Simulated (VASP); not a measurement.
Mo (bcc): the bulk modulus from VASP (plane waves, PAW) at several levels of theory. Static lattice, third-order Birch-Murnaghan fit over five volumes.

| level | bulk modulus (GPa) | error against measurement |
|---|---|---|
| LDA | 291 | +10.0 % |
| PBE | 261 | -1.3 % |
| PBEsol | 282 | +6.4 % |
| RPBE | 250 | -5.5 % |
| AM05 | 283 | +6.8 % |
| PBE-D3(BJ) | 278 | +5.1 % |
| PBE-D4 | 275 | +3.9 % |
| optB88-vdW | 262 | -1.2 % |
| rev-vdW-DF2 | 270 | +2.2 % |
| revTPSS | 282 | +6.4 % |
| SCAN | 280 | +5.6 % |
| r2SCAN | 274 | +3.7 % |
| r2SCAN+rVV10 | 280 | +5.6 % |

Measured: 265 GPa at 0 K (as given by Vázquez-Parga, Fernández-Martínez, Viñes, J. Chem. Theory Comput. (2023), doi:10.1021/acs.jctc.3c00612, Supporting …; zero-point energy and finite temperature contributions removed).

The cell of the LDA run:

```cif
data_Mo2
_chemical_formula_sum 'Mo2'
_space_group_name_H-M_alt 'Im-3m'
_space_group_IT_number 229
_space_group_name_Hall '-I 4 2 3'
_cell_length_a 3.11563
_cell_length_b 3.11563
_cell_length_c 3.11563
_cell_angle_alpha 90.000
_cell_angle_beta 90.000
_cell_angle_gamma 90.000
loop_
_atom_site_label
_atom_site_type_symbol
_atom_site_symmetry_multiplicity
_atom_site_Wyckoff_symbol
_atom_site_fract_x
_atom_site_fract_y
_atom_site_fract_z
_atom_site_occupancy
Mo1 Mo 2 a 0.00000 0.00000 0.00000 1
```
(The calculation used a cell of 1 atom; values per cell refer to that cell.)

Only levels that ran to the end are used. Left out are those held back, those with too coarse a band path, GW runs whose mesh misses a band edge, hybrids' fits of cells that aren't cubic and levels without matching references; a question may draw on a part of the rest.

The compound is Mo in the bcc structure.
